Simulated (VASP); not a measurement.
Output of a VASP run:

**OUTCAR**
```
 ion  position               nearest neighbor table
   1  0.000  0.000  0.000-
  LATTYP: Found a body centered cubic cell.
 ALAT       =     3.8643893130
 Subroutine PRICEL returns:
 Original cell was already a primitive cell.
 Subroutine GETGRP returns: Found 48 space group operations
The static configuration has the point symmetry O_h .
The dynamic configuration has the point symmetry O_h .
 Subroutine INISYM returns: Found 48 space group operations
 Subroutine IBZKPT returns following result:
 Found     72 irreducible k-points:

 Following reciprocal coordinates:
            Coordinates               Weight
  0.000000  0.000000  0.000000      1.000000
  0.083333  0.000000  0.000000     12.000000
  0.166667  0.000000  0.000000     12.000000
  0.250000  0.000000  0.000000     12.000000
  0.333333  0.000000  0.000000     12.000000
  0.416667  0.000000  0.000000     12.000000
  0.500000  0.000000  0.000000      6.000000
  0.083333  0.083333  0.000000     24.000000
  0.166667  0.083333  0.000000     48.000000
  0.250000  0.083333  0.000000     48.000000
  0.333333  0.083333  0.000000     48.000000
  0.416667  0.083333  0.000000     48.000000
  0.166667  0.166667  0.000000     24.000000
  0.250000  0.166667 -0.000000     48.000000
  0.333333  0.166667  0.000000     48.000000
  0.416667  0.166667  0.000000     24.000000
  0.250000  0.250000  0.000000     24.000000
  0.333333  0.250000  0.000000     48.000000
  0.333333  0.333333  0.000000      8.000000
  0.083333  0.083333  0.083333      8.000000
  0.166667  0.083333  0.083333     24.000000
  0.250000  0.083333  0.083333     24.000000
  0.333333  0.083333  0.083333     24.000000
  0.416667  0.083333  0.083333     12.000000
 -0.083333  0.083333  0.083333      6.000000
  0.166667  0.166667  0.083333     24.000000
  0.250000  0.166667  0.083333     48.000000
  0.333333  0.166667  0.083333     48.000000
 -0.166667  0.166667  0.083333     24.000000
  0.250000  0.250000  0.083333     24.000000
  0.333333  0.250000  0.083333     24.000000
 -0.250000  0.250000  0.083333     24.000000
 -0.166667  0.250000  0.083333     24.000000
 -0.333333  0.333333  0.083333     24.000000
 -0.250000  0.333333  0.083333     48.000000
 -0.416667  0.416667  0.083333     24.000000
 -0.333333  0.416667  0.083333     48.000000
 -0.250000  0.416667  0.083333     24.000000
  0.500000  0.500000  0.083333     12.000000
 -0.416667  0.500000  0.083333     48.000000
   k-points           NKPTS =     72   k-points in BZ     NKDIM =     72   number of bands    NBANDS=      7
   number of dos      NEDOS =    301   number of ions     NIONS =      1
   total plane-waves  NPLWV =  13824
   dimension x,y,z NGX =    24 NGY =   24 NGZ =   24
   dimension x,y,z NGXF=    48 NGYF=   48 NGZF=   48
   ions per type =               1
   PREC   = accura    normal or accurate (medium, high low for compatibility)
   ISTART =      0    job   : 0-new  1-cont  2-samecut
   ICHARG =      2    charge: 1-file 2-atom 10-const
   ISPIN  =      1    spin polarized calculation?
   LNONCOLLINEAR =      F non collinear calculations
   LSORBIT =      F    spin-orbit coupling
   INIWAV =      1    electr: 0-lowe 1-rand  2-diag
   ENCUT  =  400.0 eV  29.40 Ry    5.42 a.u.   5.46  5.46  5.46*2*pi/ulx,y,z
   NELM   =    100;   NELMIN=  2; NELMDL= -5     # of ELM steps
   EDIFF  = 0.1E-05   stopping-criterion for ELM
   LREAL  =      F    real-space projection
   NLSPLINE    = F    spline interpolate recip. space projectors
   LMAXMIX     =    4 max onsite mixed and CHGCAR
   VOSKOWN=      0    Vosko Wilk Nusair interpolation
   EDIFFG = -.1E-01   stopping-criterion for IOM
   NSW    =     60    number of steps for IOM
   NBLOCK =      1;   KBLOCK =     60    inner block; outer block
   IBRION =      2    ionic relax: 0-MD 1-quasi-New 2-CG
   NFREE  =      1    steps in history (QN), initial steepest desc. (CG)
...
```

### OSZICAR
```
       N       E                     dE             d eps       ncg     rms          rms(c)
DAV:   1    -0.143387914164E+02   -0.14339E+02   -0.19926E+03  1029   0.528E+02
DAV:   2    -0.258495806817E+02   -0.11511E+02   -0.11312E+02  1386   0.675E+01
DAV:   3    -0.260373221155E+02   -0.18774E+00   -0.18735E+00  1211   0.984E+00
DAV:   4    -0.260380537483E+02   -0.73163E-03   -0.73161E-03  1638   0.798E-01
DAV:   5    -0.260380548391E+02   -0.10908E-05   -0.10910E-05  1379   0.195E-02    0.473E+00
DAV:   6    -0.248830263375E+02    0.11550E+01   -0.25648E-01  1120   0.403E+00    0.289E+00
DAV:   7    -0.252864490238E+02   -0.40342E+00   -0.16901E-01  1043   0.370E+00    0.657E-01
DAV:   8    -0.250163199859E+02    0.27013E+00   -0.16414E-01  1120   0.341E+00    0.605E-02
DAV:   9    -0.250206512906E+02   -0.43313E-02   -0.18199E-03  1379   0.528E-01    0.866E-02
DAV:  10    -0.250208962245E+02   -0.24493E-03   -0.12686E-03  1162   0.441E-01    0.889E-02
DAV:  11    -0.250215059809E+02   -0.60976E-03   -0.53116E-04  1169   0.303E-01    0.397E-02
DAV:  12    -0.250215335352E+02   -0.27554E-04   -0.15405E-05  1540   0.500E-02    0.116E-02
DAV:  13    -0.250215594522E+02   -0.25917E-04   -0.10917E-05  1134   0.405E-02    0.109E-02
DAV:  14    -0.250215649930E+02   -0.55408E-05   -0.23666E-06  1211   0.182E-02    0.334E-04
DAV:  15    -0.250215648710E+02    0.12194E-06   -0.14213E-07   728   0.447E-03
   1 F= -.25021565E+02 E0= -.25021228E+02  d E =-.250216E+02
       N       E                     dE             d eps       ncg     rms          rms(c)
DAV:   1    -0.250285943507E+02   -0.70294E-02   -0.27777E-01  1043   0.284E+00    0.560E-01
DAV:   2    -0.250242414671E+02    0.43529E-02   -0.86828E-03  1162   0.766E-01    0.289E-01
DAV:   3    -0.250223237941E+02    0.19177E-02   -0.53021E-03  1029   0.610E-01    0.213E-01
DAV:   4    -0.250231341003E+02   -0.81031E-03   -0.28194E-04  1330   0.144E-01    0.178E-01
DAV:   5    -0.250231747066E+02   -0.40606E-04   -0.28340E-05  1169   0.630E-02    0.107E-01
DAV:   6    -0.250233582368E+02   -0.18353E-03   -0.77375E-05  1120   0.698E-02    0.668E-03
DAV:   7    -0.250233750138E+02   -0.16777E-04   -0.21948E-05  1071   0.615E-02    0.351E-03
DAV:   8    -0.250233750282E+02   -0.14387E-07   -0.32625E-07   756   0.509E-03
   2 F= -.25023375E+02 E0= -.25022956E+02  d E =-.181016E-02
       N       E                     dE             d eps       ncg     rms          rms(c)
DAV:   1    -0.250243049204E+02   -0.92991E-03   -0.25422E-02  1050   0.853E-01    0.162E-01
DAV:   2    -0.250238965938E+02    0.40833E-03   -0.88787E-04  1155   0.251E-01    0.839E-02
DAV:   3    -0.250237217452E+02    0.17485E-03   -0.52949E-04  1022   0.208E-01    0.803E-02
DAV:   4    -0.250238047487E+02   -0.83003E-04   -0.30065E-05  1253   0.505E-02    0.662E-02
DAV:   5    -0.250238099454E+02   -0.51967E-05   -0.21835E-06  1169   0.143E-02    0.440E-02
DAV:   6    -0.250238284929E+02   -0.18548E-04   -0.96807E-06  1071   0.259E-02    0.241E-03
DAV:   7    -0.250238294811E+02   -0.98823E-06   -0.92939E-07   651   0.101E-02
   3 F= -.25023829E+02 E0= -.25023433E+02  d E =-.226461E-02
```

**OUTCAR**
```
------------------------ aborting loop because EDIFF is reached ----------------------------------------
  FORCE on cell =-STRESS in cart. coord.  units (eV):
  Direction    XX          YY          ZZ          XY          YZ          ZX
  --------------------------------------------------------------------------------------
  Total        0.0011742      0.0011742      0.0011742     -0.0000000      0.0000000      0.0000000
  in kB        0.0665953      0.0665953      0.0665953     -0.0000000      0.0000000      0.0000000
  external PRESSURE =       0.0665953 kB  Pullay stress =       0.0000000 kB
  volume of cell :       28.25
      direct lattice vectors                 reciprocal lattice vectors
    -1.918596572  1.918596572  1.918596572     0.000000000  0.260607158  0.260607158
     1.918596572 -1.918596572  1.918596572     0.260607158  0.000000000  0.260607158
     1.918596572  1.918596572 -1.918596572     0.260607158  0.260607158  0.000000000
 POSITION                                       TOTAL-FORCE (eV/Angst)
 -----------------------------------------------------------------------------------
      0.00000     -0.00000      0.00000         0.000000      0.000000      0.000000
 -----------------------------------------------------------------------------------
    total drift:                                0.000000     -0.000000      0.000000
  FREE ENERGIE OF THE ION-ELECTRON SYSTEM (eV)
  ---------------------------------------------------
  free  energy   TOTEN  =       -25.0238294811 eV

  energy  without entropy=      -25.0226391844  energy(sigma->0) =      -25.02343272

 reached required accuracy - stopping structural energy minimisation
```
(Selected blocks of OUTCAR.)

File POSCAR:
```
Te
1
   -1.9321946565     1.9321946565     1.9321946565
    1.9321946565    -1.9321946565     1.9321946565
    1.9321946565     1.9321946565    -1.9321946565
Te
1
Direct
  0.0000000000   0.0000000000   0.0000000000
```

Q: Reconstruct the remaining input files.

A: Several could match; the one computed here: the input of the run itself, r2SCAN meta-GGA, plane waves, VASP's PBE PAW potentials (set 64).

### INCAR
```
SYSTEM  =  Te
PREC  =  Accurate; ENCUT  =  400; LREAL  =  .FALSE.
LASPH  =  .TRUE.
EDIFF  =  1E-6; NELM  =  100; ALGO  =  Normal
LMAXMIX  =  4; LMIXTAU  =  .TRUE.
ISMEAR  =  1; SIGMA  =  0.1
METAGGA  =  R2SCAN
IBRION  =  2; NSW  =  60; ISIF  =  3
EDIFFG  =  -0.01
LWAVE  =  .FALSE.; LCHARG  =  .FALSE.
```

### KPOINTS
```
Automatic mesh
0
Gamma
12 12 12
0 0 0
```

POTCAR, in this order: Te (PBE.64 set). Program: vasp_std.

Energy and stress use the plane-wave basis of the starting cell.

The structure was generated: Te was put into the bcc type (Im-3m), which need not be its known phase. This run relaxes it. Symmetry was kept, so distortions that lower it aren't found. The start is the result of an earlier pass.
